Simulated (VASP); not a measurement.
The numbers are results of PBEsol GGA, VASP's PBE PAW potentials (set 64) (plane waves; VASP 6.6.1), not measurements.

A VASP calculation is set up with these files.

**INCAR**
```
ALGO = Normal
EDIFF = 1E-7
ENCUT = 520
GGA = PS
ISIF = 2
ISMEAR = -5
LASPH = T
LCHARG = T
LORBIT = 11
LREAL = F
LWAVE = F
NEDOS = 601
NELM = 100
PREC = Accurate
SYSTEM = N
```

KPOINTS:
```
Automatic
0
G
24 24 24
0 0 0
```

POSCAR:
```
N
1.1968470
 -1.0000000889   1.0000000889   1.0000000889
  1.0000000889  -1.0000000889   1.0000000889
  1.0000000889   1.0000000889  -1.0000000889
N
1
Cartesian
  0.0000000000   0.0000000000   0.0000000000
```

POTCAR, in this order: N (PBE.64 set). Program: vasp_std.

The resulting files:

**OUTCAR**
```
 ion  position               nearest neighbor table
   1  0.000  0.000  0.000-
  LATTYP: Found a body centered cubic cell.
 ALAT       =     2.3936942128
 Subroutine PRICEL returns:
 Original cell was already a primitive cell.
 Subroutine GETGRP returns: Found 48 space group operations
The static configuration has the point symmetry O_h .
The dynamic configuration has the point symmetry O_h .
 Subroutine INISYM returns: Found 48 space group operations
 Subroutine IBZKPT returns following result:
 Found    413 irreducible k-points:

 Following reciprocal coordinates:
            Coordinates               Weight
  0.000000  0.000000  0.000000      1.000000
  0.041667  0.000000  0.000000     12.000000
  0.083333  0.000000  0.000000     12.000000
  0.125000  0.000000  0.000000     12.000000
  0.166667  0.000000  0.000000     12.000000
  0.208333  0.000000  0.000000     12.000000
  0.250000  0.000000  0.000000     12.000000
  0.291667  0.000000  0.000000     12.000000
  0.333333  0.000000  0.000000     12.000000
  0.375000  0.000000  0.000000     12.000000
...
```

File OSZICAR:
```
       N       E                     dE             d eps       ncg     rms          rms(c)
DAV:   1     0.127188722577E+01    0.12719E+01   -0.26522E+03  5442   0.726E+02
DAV:   2    -0.451952228176E+01   -0.57914E+01   -0.55175E+01  5976   0.963E+01
DAV:   3    -0.456537467838E+01   -0.45852E-01   -0.45778E-01  6408   0.813E+00
DAV:   4    -0.456540019744E+01   -0.25519E-04   -0.25630E-04  7032   0.153E-01
DAV:   5    -0.456540020407E+01   -0.66242E-08   -0.63066E-08  6066   0.177E-03    0.124E+00
DAV:   6    -0.456191716204E+01    0.34830E-02   -0.64597E-03  5262   0.750E-01    0.683E-01
DAV:   7    -0.456166745888E+01    0.24970E-03   -0.47882E-03  5628   0.648E-01    0.129E-01
DAV:   8    -0.456175689546E+01   -0.89437E-04   -0.82952E-05  5454   0.118E-01    0.783E-03
DAV:   9    -0.456175680656E+01    0.88907E-07   -0.25698E-07  6126   0.645E-03
   1 F= -.45617568E+01 E0= -.45617568E+01  d E =0.000000E+00
```

### OUTCAR
```
------------------------ aborting loop because EDIFF is reached ----------------------------------------
  FORCE on cell =-STRESS in cart. coord.  units (eV):
  Direction    XX          YY          ZZ          XY          YZ          ZX
  --------------------------------------------------------------------------------------
  Total        0.0100137      0.0100137      0.0100137      0.0000000     -0.0000000      0.0000000
  in kB        2.3395294      2.3395294      2.3395294      0.0000000     -0.0000000      0.0000000
  external PRESSURE =       2.3395294 kB  Pullay stress =       0.0000000 kB
  volume of cell :        6.86
      direct lattice vectors                 reciprocal lattice vectors
    -1.196847106  1.196847106  1.196847106     0.000000000  0.417764305  0.417764305
     1.196847106 -1.196847106  1.196847106     0.417764305  0.000000000  0.417764305
     1.196847106  1.196847106 -1.196847106     0.417764305  0.417764305  0.000000000
 POSITION                                       TOTAL-FORCE (eV/Angst)
 -----------------------------------------------------------------------------------
      0.00000      0.00000      0.00000         0.000000      0.000000      0.000000
 -----------------------------------------------------------------------------------
    total drift:                               -0.000000      0.000000      0.000000
  FREE ENERGIE OF THE ION-ELECTRON SYSTEM (eV)
  ---------------------------------------------------
  free  energy   TOTEN  =        -4.5617568066 eV

  energy  without entropy=       -4.5617568066  energy(sigma->0) =       -4.56175681

 total charge

# of ion       s       p       d       tot
------------------------------------------
    1        1.420   1.883   0.000   3.303
```
(Selected blocks of OUTCAR.)

For a metal the tetrahedron method with Blöchl corrections gives inexact stress and forces.

The structure was generated: N was put into the bcc type (Im-3m), which need not be its known phase. It was relaxed first, which changed the volume by -10 %.
